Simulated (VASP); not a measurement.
Input for VASP

**POSCAR**
```
TiN
1
    0.0000000000     2.1414070000     2.1414070000
    2.1414070000     0.0000000000     2.1414070000
    2.1414070000     2.1414070000     0.0000000000
Ti N
1 1
Direct
  0.0000000000   0.0000000000   0.0000000000
  0.5000000000   0.5000000000   0.5000000000
```

KPOINTS:
```
kpoints
0
gamma
 17 17 17
```

### INCAR
```
LWAVE  =  .FALSE.
ALGO  =  Normal
ISMEAR  =  -1   # Fermi-Dirac
EDIFF  =  1E-6
LREAL  =  .FALSE.
GGA  =  PE
NELM  =  100   # most electronic steps
PREC  =  Accurate
ISIF  =  2
ENCUT  =  400
LASPH  =  .TRUE.
SIGMA  =  0.05   # width (eV)
LMAXMIX  =  4
SYSTEM  =  TiN
LCHARG  =  .FALSE.
```

POTCAR, in this order: Ti_sv N (PBE.64 set). Program: vasp_std.

Q: Write an equivalent input for Quantum ESPRESSO's pw.x.

A: One equivalent input (not run):
```
&CONTROL
  calculation = 'scf'
  pseudo_dir = './pseudo'
  outdir = './out'
  tprnfor = .true.
  tstress = .true.
/
&SYSTEM
  ibrav = 0
  nat = 2
  ntyp = 2
  ecutwfc = 84
  occupations = 'smearing'
  smearing = 'fermi-dirac'
  degauss = 0.003675
  input_dft = 'pbe'
/
&ELECTRONS
  conv_thr = 7.3e-08
  electron_maxstep = 100
/
ATOMIC_SPECIES
  Ti 47.867 Ti.upf
  N 14.007 N.upf
CELL_PARAMETERS angstrom
     0.0000000    2.1414070    2.1414070
     2.1414070    0.0000000    2.1414070
     2.1414070    2.1414070    0.0000000
ATOMIC_POSITIONS crystal
  Ti   0.0000000  0.0000000  0.0000000
  N    0.5000000  0.5000000  0.5000000
K_POINTS automatic
  17 17 17 0 0 0
```
The two are equivalent in intent, not identical: the potentials are each code's own (VASP's PAW set, PseudoDojo norm-conserving files in pw.x), so ENCUT and ecutwfc are chosen apart and not converted; conv_thr bounds pw.x's estimated SCF error, while EDIFF bounds the energy change between steps.

The structure comes from a computed database's TiN entry; how it stands against other phases isn't given here. The cell was not relaxed at this level.
